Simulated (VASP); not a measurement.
Output of a VASP run:

OSZICAR:
```
       N       E                     dE             d eps       ncg     rms          rms(c)
DAV:   1     0.832018740464E+02    0.83202E+02   -0.35674E+03   940   0.978E+02
DAV:   2    -0.229039182982E+01   -0.85492E+02   -0.83712E+02  1324   0.197E+02
DAV:   3    -0.630146669465E+01   -0.40111E+01   -0.39215E+01  1084   0.581E+01
DAV:   4    -0.652413313951E+01   -0.22267E+00   -0.22164E+00  1824   0.111E+01
DAV:   5    -0.652789847847E+01   -0.37653E-02   -0.37593E-02  1588   0.165E+00    0.897E+00
DAV:   6    -0.652014132517E+01    0.77572E-02   -0.14651E+01  1468   0.250E+01    0.705E+00
DAV:   7    -0.601039569210E+01    0.50975E+00   -0.95672E+00  1620   0.228E+01    0.389E+00
DAV:   8    -0.592634648611E+01    0.84049E-01   -0.11757E+00  1542   0.782E+00    0.832E-01
DAV:   9    -0.592396385886E+01    0.23826E-02   -0.57639E-02  1754   0.188E+00    0.220E-01
DAV:  10    -0.592505938947E+01   -0.10955E-02   -0.33646E-03  1712   0.385E-01    0.213E-01
DAV:  11    -0.592479976411E+01    0.25963E-03   -0.26218E-03  1712   0.413E-01    0.390E-02
DAV:  12    -0.592479573111E+01    0.40330E-05   -0.28237E-05  1782   0.685E-02    0.134E-02
DAV:  13    -0.592479155258E+01    0.41785E-05    0.17738E-05  1756   0.277E-02    0.129E-03
DAV:  14    -0.592479005386E+01    0.14987E-05    0.17906E-05   986   0.509E-03    0.338E-04
DAV:  15    -0.592478891405E+01    0.11398E-05    0.11455E-05   876   0.208E-03    0.856E-04
DAV:  16    -0.592478816229E+01    0.75175E-06    0.77158E-06   800   0.215E-03
   1 F= -.59247882E+01 E0= -.59369904E+01  d E =0.366068E-01
```

**OUTCAR**
```
------------------------ aborting loop because EDIFF is reached ----------------------------------------
  FORCE on cell =-STRESS in cart. coord.  units (eV):
  Direction    XX          YY          ZZ          XY          YZ          ZX
  --------------------------------------------------------------------------------------
  Total       -0.2208665     -0.2208665     -0.2208665     -0.0000000     -0.0000000      0.0000000
  in kB      -13.0874484    -13.0874484    -13.0874484     -0.0000000     -0.0000000      0.0000000
  external PRESSURE =     -13.0874484 kB  Pullay stress =       0.0000000 kB
  volume of cell :       27.04
      direct lattice vectors                 reciprocal lattice vectors
     0.000000000  2.382238000  2.382238000    -0.209886670  0.209886670  0.209886670
     2.382238000  0.000000000  2.382238000     0.209886670 -0.209886670  0.209886670
     2.382238000  2.382238000  0.000000000     0.209886670  0.209886670 -0.209886670
 POSITION                                       TOTAL-FORCE (eV/Angst)
 -----------------------------------------------------------------------------------
      0.00000      0.00000      0.00000        -0.000000      0.000000      0.000000
 -----------------------------------------------------------------------------------
    total drift:                                0.000000     -0.000000     -0.000000
  FREE ENERGIE OF THE ION-ELECTRON SYSTEM (eV)
  ---------------------------------------------------
  free  energy   TOTEN  =        -5.9247881623 eV

  energy  without entropy=       -5.9613950085  energy(sigma->0) =       -5.93699044
```
(Selected blocks of OUTCAR.)

File POSCAR:
```
Ce
1
    0.0000000000     2.3822380000     2.3822380000
    2.3822380000     0.0000000000     2.3822380000
    2.3822380000     2.3822380000     0.0000000000
Ce
1
Direct
  0.0000000000   0.0000000000   0.0000000000
```

Reconstruct the remaining input files.

This is not unique; one that fits is the input of the run itself, PBE GGA, plane waves, VASP's PBE PAW potentials (set 64).

File KPOINTS:
```
Automatic mesh
0
Gamma
10 10 10
0 0 0
```

**INCAR**
```
SYSTEM = Ce
PREC = Accurate
ENCUT = 300
EDIFF = 1E-6
NELM = 100
ALGO = Normal
LREAL = .FALSE.
LASPH = .TRUE.
ISMEAR = 1
SIGMA = 0.272
GGA = PE
LMAXMIX = 6
LWAVE = .FALSE.
LCHARG = .FALSE.
ISIF = 2
```

POTCAR, in this order: Ce (PBE.64 set). Program: vasp_std.

At this cut-off the stress carries a Pulay error, which pulls relaxed volumes low.

The structure comes from a computed database's Ce entry; how it stands against other phases isn't given here. The cell was not relaxed at this level. The run is one of a series of settings (KPOINTS 10×10×10 Γ-centred mesh against the base run), some of them coarse on purpose. The run is not spin-polarised, so no magnetic state was tried.
